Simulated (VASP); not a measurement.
**Cobalt: accuracy against cost in the k-mesh and SCF solver**

Aim: find what the k-mesh and SCF solver change for Cobalt, and what they cost. The series runs use LDA. The k-mesh tried: 3 3 2; 4 4 2; 5 5 3; 7 7 4; 9 9 5; 12 12 7; 15 15 8; 19 19 10. The SCF solver tried: ALGO = Normal; ALGO = Fast; ALGO = VeryFast; ALGO = All; ALGO = Damped; AMIX = 0.1, BMIX = 0.01; AMIX = 0.8; IMIX = 1, AMIX = 0.2. The atoms of the start are displaced at random from the sites of a P6_3/mmc cell.

Program: VASP 6.6.1. Level of theory: LDA, spin-polarised from a ferromagnetic start; plane waves and PAW (Co). Results are calculated unless marked as measured.

This is a report of a sequence of runs, with most program output left out.

## Step 1: The starting structure

Symmetry: C2/m, No. 12, monoclinic system. That holds within 0.01 Å; VASP, at its tighter tolerance, finds 2 operations. Conventional cell: a = 4.343 Å, b = 2.507 Å, c = 4.070 Å, α = 90.00°, β = 90.00°, γ = 90.00°. Nearest to Co lie 12 Co at 2.47 to 2.54 Å.

As a file:

```cif
data_structure
_symmetry_space_group_name_H-M 'C2/m'
_symmetry_Int_Tables_number 12
_cell_length_a 4.3429
_cell_length_b 2.5074
_cell_length_c 4.0699
_cell_angle_alpha 90.000
_cell_angle_beta 90.000
_cell_angle_gamma 90.000
_cell_volume 44.32
loop_
_atom_site_label
_atom_site_type_symbol
_atom_site_symmetry_multiplicity
_atom_site_Wyckoff_symbol
_atom_site_fract_x
_atom_site_fract_y
_atom_site_fract_z
_atom_site_occupancy
Co1 Co 4 i 0.32956 0.00000 0.24660 1
```

## Step 2: K-mesh: 3 3 2

The sum over the zone converges with the mesh, fast for insulators and slowly for metals. LDA, the lowest rung, knows the local density alone.

INCAR

```
SYSTEM = Co
PREC = Accurate
ENCUT = 400
EDIFF = 1E-06
NELM = 100
ISMEAR = -1
SIGMA = 0.05
LREAL = .FALSE.
ALGO = Normal
GGA = CA
NBANDS = 19
ISPIN = 2
MAGMOM = 2 2
LASPH = .TRUE.
LMAXMIX = 4
LORBIT = 11
LWAVE = .FALSE.
LCHARG = .FALSE.
KPAR = 2
ISIF = 2
```

POSCAR

```
Co
1.0
    2.5074000000      0.0000000000      0.0000000000
   -1.2537000000      2.1714720974      0.0000000000
    0.0000000000      0.0000000000      4.0699000000
Co
2
Direct
    0.3248340000      0.6738130000      0.2448670000
    0.6657050000      0.3334760000      0.7516660000
```

KPOINTS

```
Automatic mesh
0
Gamma
3 3 2
0 0 0
```

Potentials, in the order of the species: Co (PBE family, release 64).

On the command line:

```sh
$ mpirun -np 2 vasp_std
```

Wall time 3 s (2 MPI ranks of Intel Xeon Platinum 8488C (Sapphire Rapids), shared host); peak memory 0.21 GiB.

The magnetic state follows from one typed start and may not be the lowest. The PAW data sets were made with PBE, though LDA sets exist; this is a small mismatch.

Numbers from this step:

```yaml
electronic_steps: 13
electrons: 18
bands: 19
irreducible_k_points: 10
symmetry_operations: 2
free_energy_toten: -15.90 eV
energy_at_zero_smearing: -15.89 eV
fermi_energy: 9.372 eV
pressure: -20.01 GPa
moment_of_the_cell_from_the_last_line_of_the_log: 3.048 μB
metallic: yes
```

Spin moment in the PAW sphere by atom:

```tsv
atom	spin moment in the PAW sphere (μB)
Co1	1.53
Co2	1.53
```

The series starts at -7.9430 eV an atom and -20.01 GPa, after 13 cycles in 3 s.

## Step 3: K-mesh: 4 4 2

INCAR is that of step 2.

POSCAR is that of step 2.

KPOINTS

```
Automatic mesh
0
Gamma
4 4 2
0 0 0
```

On the command line:

```sh
$ mpirun -np 2 vasp_std
```

It took 4.6 s on 2 MPI ranks; peak memory 0.23 GiB; 6.4 s of CPU time.

Against the run before the energy moves by -110.20 meV an atom and the pressure by +0.10 GPa, after 14 cycles in 4.6 s.

## Step 4: K-mesh: 5 5 3

INCAR is that of step 3.

POSCAR is that of step 3.

KPOINTS

```
Automatic mesh
0
Gamma
5 5 3
0 0 0
```

On the command line:

```sh
$ mpirun -np 2 vasp_std
```

Wall time 6.6 s (2 MPI ranks); peak memory 0.24 GiB; 10 s of CPU time.

Against the run before the energy moves by +11.31 meV an atom and the pressure by -0.44 GPa, after 14 cycles in 6.6 s.

## Step 5: K-mesh: 7 7 4

INCAR is that of step 4.

POSCAR is that of step 4.

KPOINTS

```
Automatic mesh
0
Gamma
7 7 4
0 0 0
```

On the command line:

```sh
$ mpirun -np 2 vasp_std
```

Wall time 13 s (2 MPI ranks); peak memory 0.26 GiB.

Against the run before the energy moves by -15.29 meV an atom and the pressure by -2.26 GPa, after 14 cycles in 13 s.

## Step 6: K-mesh: 9 9 5

INCAR is that of step 5.

POSCAR is that of step 5.

KPOINTS

```
Automatic mesh
0
Gamma
9 9 5
0 0 0
```

On the command line:

```sh
$ mpirun -np 2 vasp_std
```

It took 25 s on 2 MPI ranks; peak memory 0.34 GiB.

Against the run before the energy moves by -15.10 meV an atom and the pressure by -0.20 GPa, after 14 cycles in 25 s.

## Step 7: K-mesh: 12 12 7

INCAR is that of step 6.

POSCAR is that of step 6.

KPOINTS

```
Automatic mesh
0
Gamma
12 12 7
0 0 0
```

On the command line:

```sh
$ mpirun -np 2 vasp_std
```

Run time: 57 s. Hardware: 2 MPI ranks; peak memory 0.56 GiB; 1.9 min of CPU time.

Against the run before the energy moves by +3.71 meV an atom and the pressure by +0.57 GPa, after 14 cycles in 57 s.

## Step 8: K-mesh: 15 15 8

INCAR is that of step 7.

POSCAR is that of step 7.

KPOINTS

```
Automatic mesh
0
Gamma
15 15 8
0 0 0
```

On the command line:

```sh
$ mpirun -np 2 vasp_std
```

It took 98 s on 2 MPI ranks; peak memory 0.82 GiB.

Against the run before the energy moves by -2.74 meV an atom and the pressure by +0.40 GPa, after 14 cycles in 98 s.

## Step 9: K-mesh: 19 19 10

INCAR is that of step 8.

POSCAR is that of step 8.

KPOINTS

```
Automatic mesh
0
Gamma
19 19 10
0 0 0
```

On the command line:

```sh
$ mpirun -np 2 vasp_std
```

Elapsed: 3.2 min, on 2 MPI ranks; peak memory 1.4 GiB; 6.4 min of CPU time.

Against the run before the energy moves by +0.37 meV an atom and the pressure by -0.41 GPa, after 14 cycles in 3.2 min.

## Step 10: The k-mesh series as a table

This step: convergence of LDA results with the mesh; plane waves and PAW (VASP 6.6.1).

Derived from the runs above.

Differences are taken from the run with 19 19 10. Results of the series, by row:

```tsv
setting	status	energy less the reference (meV/atom)	pressure (GPa)	largest force difference (meV/Å)	moment (μB)	SCF cycles	wall time (s)
3 3 2	converged	127.9	-20.01	87.99	3.048	13	3
4 4 2	converged	17.74	-19.91	65.57	3.37	14	4.6
5 5 3	converged	29.05	-20.35	10.81	3.417	14	6.6
7 7 4	converged	13.76	-22.61	27.25	3.063	14	13.2
9 9 5	converged	-1.336	-22.81	10.8	3.041	14	25
12 12 7	converged	2.37	-22.24	4.388	3.123	14	57
15 15 8	converged	-0.368	-21.84	1.88	3.18	14	98
19 19 10	converged	0	-22.25	0	3.123	14	194
```

## Step 11: SCF solver: ALGO = Normal

This step: LDA, spin-polarised from a ferromagnetic start; plane waves and PAW (Co) (VASP 6.6.1).

All solvers should reach one answer; they differ in cycles and robustness.

INCAR is that of step 9.

POSCAR is that of step 9.

KPOINTS

```
Automatic mesh
0
Gamma
12 12 7
0 0 0
```

On the command line:

```sh
$ mpirun -np 2 vasp_std
```

Wall time 56 s (2 MPI ranks); peak memory 0.56 GiB; 1.8 min of CPU time.

This step gave:

```yaml
irreducible_k_points: 506
fermi_energy: 9.502 eV
pressure: -22.24 GPa
```

The series starts at -8.0685 eV an atom and -22.24 GPa, after 14 cycles in 56 s.

## Step 12: SCF solver: ALGO = Fast

Edit INCAR of step 11 so:

```diff
@@ -8,3 +8,3 @@
 LREAL = .FALSE.
-ALGO = Normal
+ALGO = Fast
 GGA = CA
```

POSCAR is that of step 11.

KPOINTS is that of step 11.

On the command line:

```sh
$ mpirun -np 2 vasp_std
```

Run time: 61 s. Hardware: 2 MPI ranks; peak memory 0.56 GiB.

Against the first of the series the energy stays within 0.01 meV an atom; the pressure moves by -0.04 GPa, after 14 cycles in 61 s.

## Step 13: SCF solver: ALGO = VeryFast

Edit INCAR of step 12 so:

```diff
@@ -8,3 +8,3 @@
 LREAL = .FALSE.
-ALGO = Fast
+ALGO = VeryFast
 GGA = CA
```

POSCAR is that of step 12.

KPOINTS is that of step 12.

On the command line:

```sh
$ mpirun -np 2 vasp_std
```

The job ended after 81 s (2 MPI ranks; peak memory 0.57 GiB; 2.6 min of CPU time).

Against the first of the series the energy stays within 0.01 meV an atom; the pressure moves by +0.07 GPa, after 21 cycles in 81 s.

## Step 14: SCF solver: ALGO = All

Edit INCAR of step 13 so:

```diff
@@ -8,3 +8,3 @@
 LREAL = .FALSE.
-ALGO = VeryFast
+ALGO = All
 GGA = CA
```

POSCAR is that of step 13.

KPOINTS is that of step 13.

On the command line:

```sh
$ mpirun -np 2 vasp_std
```

It took 63 s on 2 MPI ranks; peak memory 1.1 GiB; 2 min of CPU time.

Against the first of the series the energy stays within 0.01 meV an atom; the pressure moves by +0.04 GPa, after 18 cycles in 63 s.

## Step 15: SCF solver: ALGO = Damped

Edit INCAR of step 14 so:

```diff
@@ -8,3 +8,3 @@
 LREAL = .FALSE.
-ALGO = All
+ALGO = Damped
 GGA = CA
```

POSCAR is that of step 14.

KPOINTS is that of step 14.

On the command line:

```sh
$ mpirun -np 2 vasp_std
```

Run time: 76 s. Hardware: 2 MPI ranks; peak memory 1.1 GiB.

Against the first of the series the energy stays within 0.01 meV an atom; the pressure moves by +0.06 GPa, after 27 cycles in 76 s.

## Step 16: SCF solver: AMIX = 0.1, BMIX = 0.01

Edit INCAR of step 15 so:

```diff
@@ -8,3 +8,3 @@
 LREAL = .FALSE.
-ALGO = Damped
+ALGO = Normal
 GGA = CA
@@ -20 +20,3 @@
 ISIF = 2
+AMIX = 0.1
+BMIX = 0.01
```

POSCAR is that of step 15.

KPOINTS is that of step 15.

On the command line:

```sh
$ mpirun -np 2 vasp_std
```

Elapsed: 83 s, on 2 MPI ranks; peak memory 0.56 GiB.

Against the first of the series the energy stays within 0.01 meV an atom; the pressure moves by +0.17 GPa, after 20 cycles in 83 s.

## Step 17: SCF solver: AMIX = 0.8

Edit INCAR of step 16 so:

```diff
@@ -20,3 +20,2 @@
 ISIF = 2
-AMIX = 0.1
-BMIX = 0.01
+AMIX = 0.8
```

POSCAR is that of step 16.

KPOINTS is that of step 16.

On the command line:

```sh
$ mpirun -np 2 vasp_std
```

It took 64 s on 2 MPI ranks; peak memory 0.57 GiB.

Against the first of the series the energy stays within 0.01 meV an atom; the pressure moves by +0.02 GPa, after 16 cycles in 64 s.

## Step 18: SCF solver: IMIX = 1, AMIX = 0.2

Edit INCAR of step 17 so:

```diff
@@ -20,2 +20,3 @@
 ISIF = 2
-AMIX = 0.8
+IMIX = 1
+AMIX = 0.2
```

POSCAR is that of step 17.

KPOINTS is that of step 17.

On the command line:

```sh
$ mpirun -np 2 vasp_std
```

Wall time 1.8 min (2 MPI ranks); peak memory 0.57 GiB.

Against the first of the series the energy stays within 0.01 meV an atom; the pressure moves by +0.30 GPa, after 31 cycles in 1.8 min.

## Step 19: The SCF solver series as a table

This step: convergence of LDA results with the solver; plane waves and PAW (VASP 6.6.1).

No new run; the numbers come from the runs before.

Differences are taken from the run with ALGO = Normal. Results of the series, by row:

```tsv
setting	status	energy less the reference (meV/atom)	pressure (GPa)	largest force difference (meV/Å)	moment (μB)	SCF cycles	wall time (s)
ALGO = Normal	converged	0	-22.24	0	3.123	14	56
ALGO = Fast	converged	5.50e-5	-22.28	0.023	3.123	14	61
ALGO = VeryFast	converged	4.50e-5	-22.16	0.148	3.123	21	81
ALGO = All	converged	1.00e-5	-22.2	0.191	3.123	18	63
ALGO = Damped	converged	8.20e-4	-22.18	0.062	3.123	27	76
AMIX = 0.1, BMIX = 0.01	converged	-5.00e-6	-22.07	0.061	3.123	20	83
AMIX = 0.8	converged	8.00e-5	-22.22	0.073	3.123	16	64
IMIX = 1, AMIX = 0.2	converged	-0.001015	-21.94	0.002	3.123	31	107
```

## Step 20: What came out

```json
{
 "k-mesh from which the energy stays within 10 meV/atom of the reference": "9 9 5",
 "k-mesh from which the energy stays within 1 meV/atom of the reference": "15 15 8",
 "k-mesh from which the pressure stays within 0.2 GPa of the reference": "none before the reference itself",
 "spread of the pressure over the k-mesh": "2.90 GPa",
 "spread of the energy over the k-mesh": "129 meV/atom",
 "fewest SCF cycles": "ALGO = Normal; ALGO = Fast (14)",
 "most SCF cycles among converged runs": "IMIX = 1, AMIX = 0.2 (31)",
 "spread of the pressure over the SCF solver": "0.337 GPa",
 "spread of the energy over the SCF solver": "0.00184 meV/atom"
}
```

In words: From 15 15 8 on, the energy stays within 1 meV an atom of the reference, at 51 % of its time. The pressure doesn't settle within 0.2 GPa before the reference. The energy swings above and below the reference, since the sum over k-points is not variational. A metal's Fermi surface slows this convergence. All SCF solvers that converged agree within 0.05 meV an atom. No setting beats the 56 s of ALGO = Normal by a fifth or more; the slowest converged run is IMIX = 1, AMIX = 0.2, at 1.8 min. On a shared host such times are rough. Yet the pressure of IMIX = 1, AMIX = 0.2 is +0.30 GPa off: EDIFF tests the energy, which is second order in the error of the density, while the stress is first order. Differences are taken from the run with 19 19 10, which is itself not the exact limit. The runs at 3 3 2; 4 4 2 are over 30 meV an atom or 2 GPa off and describe the material poorly.

[Lines on the potential files, build, host, timing and source positions are cut from VASP's logs without a mark.]

[Logs are printed without paths, hosts, clocks, repeated set-up lines and the standing remarks that a program may print on its own settings, such as how far it seeks lower states.]

[Hosts, paths, dates, database ids (printed as entryN), source tags and the programs' standing remarks are cut or masked in the printed files.]

[A measured line is paired with the nearest computed mode of its activity, which favours agreement.]
